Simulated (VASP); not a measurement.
Computed with PBE GGA, VASP's PBE PAW potentials (set 64) (plane waves; VASP).

Input for VASP

File KPOINTS:
```
kpoints
0
gamma
 3 3 3
```

### POSCAR
```
In2W
1
    0.0000000000     4.2934330000     4.2934330000
    4.2934330000     0.0000000000     4.2934330000
    4.2934330000     4.2934330000     0.0000000000
In W
4 2
Direct
  0.1250000000   0.1250000000   0.1250000000
  0.6250000000   0.1250000000   0.1250000000
  0.1250000000   0.6250000000   0.1250000000
  0.1250000000   0.1250000000   0.6250000000
  0.7500000000   0.7500000000   0.7500000000
  0.5000000000   0.5000000000   0.5000000000
```

### INCAR
```
# general
SYSTEM =In2W
PREC   =Accurate
ENCUT  =300
LREAL  =.False.
LASPH  =.True.

# electronic loop
EDIFF  =1E-6
NELM   =100
ALGO   =Normal
LMAXMIX=6

# smearing
ISMEAR =0
SIGMA  =0.05

# functional
GGA    =PE

# ions
ISIF   =2

# output
LWAVE  =.False.
LCHARG =.False.
```

POTCAR, in this order: In_d W_sv (PBE.64 set). Program: vasp_std.

What VASP printed:

OSZICAR:
```
       N       E                     dE             d eps       ncg     rms          rms(c)
DAV:   1     0.785716513327E+03    0.78572E+03   -0.31148E+04   424   0.154E+03
DAV:   2     0.505143498213E+02   -0.73520E+03   -0.71877E+03   384   0.486E+02
DAV:   3    -0.247535722258E+02   -0.75268E+02   -0.71812E+02   472   0.175E+02
DAV:   4    -0.288260722356E+02   -0.40725E+01   -0.39592E+01   512   0.386E+01
DAV:   5    -0.289565604105E+02   -0.13049E+00   -0.12931E+00   576   0.556E+00    0.123E+01
DAV:   6    -0.277753726428E+02    0.11812E+01   -0.26763E+01   504   0.146E+01    0.733E+00
DAV:   7    -0.261161161986E+02    0.16593E+01   -0.79933E+00   496   0.998E+00    0.373E+00
DAV:   8    -0.260349132905E+02    0.81203E-01   -0.83905E-01   456   0.388E+00    0.141E+00
DAV:   9    -0.260046582732E+02    0.30255E-01   -0.18078E-01   464   0.139E+00    0.547E-01
DAV:  10    -0.260006360727E+02    0.40222E-02   -0.18890E-02   512   0.936E-01    0.268E-01
DAV:  11    -0.259996188730E+02    0.10172E-02   -0.38422E-03   480   0.290E-01    0.895E-02
DAV:  12    -0.259996248915E+02   -0.60185E-05   -0.33630E-04   552   0.963E-02    0.611E-02
DAV:  13    -0.259996478423E+02   -0.22951E-04   -0.54338E-05   488   0.274E-02    0.378E-02
DAV:  14    -0.259996241248E+02    0.23717E-04   -0.60950E-05   400   0.232E-02    0.155E-02
DAV:  15    -0.259996236804E+02    0.44438E-06   -0.25933E-06   344   0.768E-03
   1 F= -.25999624E+02 E0= -.25991509E+02  d E =-.162295E-01
```

OUTCAR:
```
------------------------ aborting loop because EDIFF is reached ----------------------------------------
  FORCE on cell =-STRESS in cart. coord.  units (eV):
  Direction    XX          YY          ZZ          XY          YZ          ZX
  --------------------------------------------------------------------------------------
  Total      -13.8167506    -13.8167506    -13.8167506      0.0000000     -0.0000000      0.0000000
  in kB     -139.8532090   -139.8532090   -139.8532090      0.0000000     -0.0000000      0.0000000
  external PRESSURE =    -139.8532090 kB  Pullay stress =       0.0000000 kB
  volume of cell :      158.29
      direct lattice vectors                 reciprocal lattice vectors
     0.000000000  4.293433000  4.293433000    -0.116456924  0.116456924  0.116456924
     4.293433000  0.000000000  4.293433000     0.116456924 -0.116456924  0.116456924
     4.293433000  4.293433000  0.000000000     0.116456924  0.116456924 -0.116456924
 POSITION                                       TOTAL-FORCE (eV/Angst)
 -----------------------------------------------------------------------------------
      1.07336      1.07336      1.07336         0.000000      0.000000     -0.000000
      1.07336      3.22007      3.22007         0.000000      0.000000     -0.000000
      3.22007      1.07336      3.22007         0.000000      0.000000     -0.000000
      3.22007      3.22007      1.07336         0.000000      0.000000     -0.000000
      6.44015      6.44015      6.44015        -0.000000      0.000000      0.000000
      4.29343      4.29343      4.29343        -0.000000     -0.000000     -0.000000
 -----------------------------------------------------------------------------------
    total drift:                                0.000000      0.000000      0.000000
  FREE ENERGIE OF THE ION-ELECTRON SYSTEM (eV)
  ---------------------------------------------------
  free  energy   TOTEN  =       -25.9996236804 eV

  energy  without entropy=      -25.9833941505  energy(sigma->0) =      -25.99150892
```
(Selected blocks of OUTCAR.)

At this cut-off the stress carries a Pulay error, which pulls relaxed volumes low.

The structure was generated: In2W was put into an ordered model structure, which need not be its known phase. The cell was not relaxed at this level. The k-mesh is coarse (spacing up to 0.42 per Å, 2π included), so the numbers may not be converged in it.
